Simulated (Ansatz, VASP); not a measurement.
# Al: VASP beside Ansatz, part 2 of 2

One calculation is typed for both programs; each brings its own data sets. How far apart do they land? Of the first pair: The structure shown is the start of the Ansatz relaxation below; VASP solves that cell, so the two are compared at the walk's first step.

VASP 6.6.1 and Ansatz 0.2.0.

So far: Set-up; Ansatz: relaxation, PBEsol; VASP: single point, PBEsol, start cell, pair 1.

## (4) Side by side

Known differences besides the potentials themselves: the cutoff is 420 eV in Ansatz and 400 eV in VASP; Ansatz makes its cores anew for this functional, VASP keeps those of its PBE data sets. Total energies have different zeros and are not compared.

Forces (eV/Å; atoms numbered as in POSCAR):

| atom | Ansatz x, y, z | VASP x, y, z |
| --- | --- | --- |
| Al1 | 0.000, 0.000, -0.295 | 0.000, 0.000, -0.291 |
| Al2 | 0.000, 0.000, 0.217 | 0.000, 0.000, 0.217 |
| Al3 | 0.000, 0.000, -0.063 | 0.000, 0.000, -0.063 |
| Al4 | 0.000, 0.000, 0.063 | 0.000, 0.000, 0.063 |
| Al5 | 0.000, 0.000, -0.217 | 0.000, 0.000, -0.217 |
| Al6 | 0.000, 0.000, 0.295 | 0.000, 0.000, 0.291 |

The forces differ by 1.5 meV/Å r.m.s., which is 1.3 % of the r.m.s. force of 0.123 eV/Å (both taken over all components). With vacuum in the cell, a pressure given here is an average over mostly empty space and none of the material.

## (5) Ansatz: relaxation, PBEsol

This run makes the geometry at which the two programs are then compared.

The structure compared here is the end of the Ansatz relaxation.

input.yaml reads:

```yaml
crystal:
  lattice:
    - [4.04, 0.0, 0.0]
    - [0.0, 2.856711396, 0.0]
    - [0.0, 0.0, 21.14177849]
  atoms:
    - { symbol: Al, position: [0.0, 0.0, 0.668902027] }
    - { symbol: Al, position: [0.5, 0.5, 0.601341216] }
    - { symbol: Al, position: [0.0, 0.0, 0.533780405] }
    - { symbol: Al, position: [0.5, 0.5, 0.466219595] }
    - { symbol: Al, position: [0.0, 0.0, 0.398658784] }
    - { symbol: Al, position: [0.5, 0.5, 0.331097973] }
kpoints:
  mp_grid: { grid: [10, 14, 1] }
scf:
  occupations: { method: fermi_dirac, width: 0.05 }
  n_extra_bands: 12
hamiltonian:
  xc: pbesol
  pseudopotentials: { kind: paw }
output:
  forces: true
  write_potential: true
  volumetric_format: []
  efg: { contact_densities: true }
  dos:
    projected: true
    de: 0.05
    e_range: [-30, 12]
    method: { smearing: { sigma: 0.1, scheme: gaussian } }
relax:
  f_tol: 0.03
  max_steps: 50
  constraints: [{ sites: [3] }]
```

Command:

```
$ ansatz run input.yaml --threads 4 --pin off --max-ram 12288MiB --backend cpu --events-out ev --progress --plain --runs-dir out
```

Numbers of over 12 decimals in the logs are rounded to 6 here.

Log:

```text
[...]
Crystal: 6 atoms, lattice volume = 244.000 Å³
Basis set: ecut = 420 eV, 4783 PW (Γ), exchange–correlation on 60×40×288 points (8 copies of the dense FFT grid, shifted against one another)
Bands: 21, of which v1, the nominal top of the filled ones, is band 9 counted from 1 (8 counted from 0)
Symmetry: 4 space group operations
k-points: 48 of 140
[...]
--- Relaxed structure (4 steps of the walk, 4 accepted, 0 SCFs on fresh bases) ---
  F+E_penalty+E_count = -3145.57150476 eV   max|allowed force component| = 2.339e-3 eV/Å
  atoms:
    - { symbol: Al, position: [0.0, 0.0, 0.659444] }
    - { symbol: Al, position: [0.5, 0.5, 0.600817] }
    - { symbol: Al, position: [0.0, 0.0, 0.528771] }
    - { symbol: Al, position: [0.5, 0.5, 0.466219595] }
    - { symbol: Al, position: [0.0, 0.0, 0.394148] }
    - { symbol: Al, position: [0.5, 0.5, 0.335520] }
[key lines of the parts left out:]
SCF converged after 4 iterations
Free energy (F): -3145.571505 eV
Fermi energy:    0.933439 eV
```

## (6) VASP: single point, PBEsol, relaxed cell, pair 2

The same cell, functional, mesh and smearing now go to VASP, with its own data sets.

INCAR reads:

```
SYSTEM = Al
PREC = Accurate
ENCUT = 400
EDIFF = 1E-06
NELM = 120
ISMEAR = -1
SIGMA = 0.05
LREAL = .FALSE.
ALGO = Normal
GGA = PS
NBANDS = 15
LORBIT = 11
LWAVE = .FALSE.
LCHARG = .FALSE.
ISIF = 2
LASPH = .TRUE.
GGA_COMPAT = .FALSE.
KPAR = 2
```

POSCAR reads:

```
Al
1.0
    4.0400000000      0.0000000000      0.0000000000
    0.0000000000      2.8567113960      0.0000000000
    0.0000000000      0.0000000000     21.1417784900
Al
6
Direct
    0.0000000000      0.0000000000      0.6594441046
    0.5000000000      0.5000000000      0.6008167750
    0.0000000000      0.0000000000      0.5287707893
    0.5000000000      0.5000000000      0.4662195950
    0.0000000000      0.0000000000      0.3941477606
    0.5000000000      0.5000000000      0.3355196790
```

KPOINTS reads:

```
Automatic mesh
0
Gamma
10 14 1
0 0 0
```

Potentials, in the order of the species: Al (PBE family, release 64).

Command:

```
$ mpirun -np 2 vasp_std
```

Log:

```text
[banner, memory and clock lines left out]
running    2 mpi-ranks, on    1 nodes
[...]
[... a notice as in an earlier step ...]

 LDA part: xc-table for (Slater+PW92), standard interpolation
 POSCAR, INCAR and KPOINTS ok, starting setup
[...]
entering main loop
       N       E                     dE             d eps       ncg     rms          rms(c)
DAV:   1     0.411143199973E+02    0.41114E+02   -0.48981E+03  1440   0.694E+02
DAV:   2    -0.215104423129E+02   -0.62625E+02   -0.58601E+02  2006   0.122E+02
DAV:   3    -0.239894392078E+02   -0.24790E+01   -0.24346E+01  1923   0.267E+01
DAV:   4    -0.240911443036E+02   -0.10171E+00   -0.10156E+00  2400   0.642E+00
[...]
DAV:  20    -0.228320139876E+02   -0.21245E-04   -0.20755E-06  1488   0.363E-03    0.670E-04
DAV:  21    -0.228320177329E+02   -0.37453E-05   -0.21920E-07  1280   0.154E-03    0.342E-04
DAV:  22    -0.228320184502E+02   -0.71731E-06   -0.43841E-08  1273   0.816E-04
   1 F= -.22832018E+02 E0= -.22818523E+02  d E =-.269904E-01
```

Parts of OUTCAR (step 6):

```text
  Total       -1.2497727     -1.3967166      0.0284137      0.0000000      0.0000000      0.0000000
  in kB       -8.2063938     -9.1712728      0.1865730      0.0000000      0.0000000      0.0000000
  external PRESSURE =      -5.7303645 kB  Pullay stress =       0.0000000 kB

 POSITION                                       TOTAL-FORCE (eV/Angst)
 -----------------------------------------------------------------------------------
      0.00000      0.00000     13.94182         0.000000      0.000000      0.008815
      2.02000      1.42836     12.70234         0.000000      0.000000     -0.002119
      0.00000      0.00000     11.17915         0.000000      0.000000     -0.000841
      2.02000      1.42836      9.85671         0.000000      0.000000     -0.001782
      0.00000      0.00000      8.33298         0.000000      0.000000      0.003407
      2.02000      1.42836      7.09348         0.000000      0.000000     -0.007480
 -----------------------------------------------------------------------------------
    total drift:                                0.000000     -0.000000     -0.000024

  FREE ENERGIE OF THE ION-ELECTRON SYSTEM (eV)
  ---------------------------------------------------
  free  energy   TOTEN  =       -22.8320184502 eV

  energy  without entropy=      -22.8050280575  energy(sigma->0) =      -22.81852325

[... 2 parts as in an earlier step ...]

[... 1 further part left out ...]
[key lines of the parts left out:]
E-fermi :   0.9599
```

## (7) Comparison

At this near-relaxed geometry the largest component of a force difference is 7 meV/Å. With vacuum in the cell, a pressure given here is an average over mostly empty space and none of the material.

## (8) Summary of results

* r.m.s. force difference (single point, PBEsol, start cell, pair 1): 1.5 meV/Å
* r.m.s. force difference (single point, PBEsol, relaxed cell, pair 2): 2.4 meV/Å

In words: The r.m.s. force difference is 2.4 meV/Å (single point, PBEsol, relaxed cell, pair 2), within the 12 meV/Å picked in this series as the mark of a large difference. Such differences can come from data sets, numerical settings and the points named under the comparisons, not from the functional's error against experiment.

[Lines on the potential files, build, host, timing and source positions are cut from VASP's logs without a mark.]

[Logs are printed without paths, hosts, clocks, repeated set-up lines and the standing remarks that a program may print on its own settings, such as how far it seeks lower states.]

[Hosts, paths, dates, database ids (printed as entryN), source tags and the programs' standing remarks are cut or masked in the printed files.]
